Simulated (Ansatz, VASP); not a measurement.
## LuC in VASP and in Ansatz

File POSCAR:

```
LuC
1.0
    3.4726611932      0.0000000000      0.0000000000
   -1.7363305966      3.0074128120      0.0000000000
    0.0000000000      0.0000000000      2.9499970834
Lu C
1 1
Direct
    0.0000000000      0.0000000000      0.0000000000
    0.6666666667      0.3333333333      0.5000000000
```

Contents of INCAR.step1:

```
SYSTEM = LuC
PREC = Accurate ; ENCUT = 520
ISMEAR = 0 ; SIGMA = 0.05
LREAL = .False. ; LASPH = .True.
NELM = 80 ; NBANDS = 22
GGA = PE ; ALGO = Normal
EDIFF = 1E-4 ; LWAVE = .True.
LCHARG = .False.
```

INCAR.step2

```
SYSTEM = LuC
PREC = Accurate ; ENCUT = 520
EDIFF = 1E-6 ; ISMEAR = 0
SIGMA = 0.05 ; LREAL = .False.
LASPH = .True. ; NELM = 80
ALGO = Normal ; ISIF = 2
LWAVE = .False. ; LCHARG = .False.
METAGGA = R2SCAN ; LMIXTAU = .True.
NBANDS = 22 ; ISTART = 1
```

The input KPOINTS:

```
regular mesh
0
Gamma
  12 12 10
  0 0 0
```

Input for Ansatz:

```yaml
crystal:
  lattice:
    - [3.4726611932, 0.0, 0.0]
    - [-1.7363305966, 3.007412812, 0.0]
    - [0.0, 0.0, 2.9499970834]
  atoms:
    - { symbol: Lu, position: [0.0, 0.0, 0.0] }
    - { symbol: C, position: [0.6666666667, 0.3333333333, 0.5] }
basis:
  ecutwfc: 500
  ecutrho_ratio: 4
kpoints:
  mp_grid: { grid: [12, 12, 10] }
hamiltonian:
  xc: r2scan
scf:
  occupations: { method: gaussian, width: 0.05 }
output:
  forces: true
  stress: true
  eigenvalues: true
  populations: true
  hubbard: { sites: [{ species: Lu, l: f }] }
  write_density: true
  write_potential: true
  elf: true
  volumetric_format: npy
```

Alike in both runs: task single point; functional r2SCAN; k mesh 12 × 12 × 10; occupations gaussian, width 0.05 eV; no spin polarisation.

```csv
,VASP,Ansatz
version,VASP 6.6.1,Ansatz 0.2.0
potentials or method,"VASP PAW PBE potentials, release 64 (Lu, C)","scalar-relativistic, plane waves, PAW"
plane-wave cutoff (eV),520,500
valence electrons in the cell,29,29
```

Ansatz gave:

```
gap on the k mesh at the Fermi level (eV)       : none
pressure (GPa)                                  : -1.8
largest component of the traceless stress (GPa) : 1.04
```

Problem. Estimate VASP's values.

Solution. gap on the k mesh at the Fermi level (eV): none; pressure (GPa): -0.7; largest component of the traceless stress (GPa): 1.00.

A gap of «none» marks a metal or a gap that the smearing closes. The functional is the same, so the differences come from potentials, cutoffs and numerics.

Caveats: the PAW data sets were made with another functional, which shifts forces and pressure a little (VASP). Spin-orbit coupling is left out, which matters for the levels of Lu.
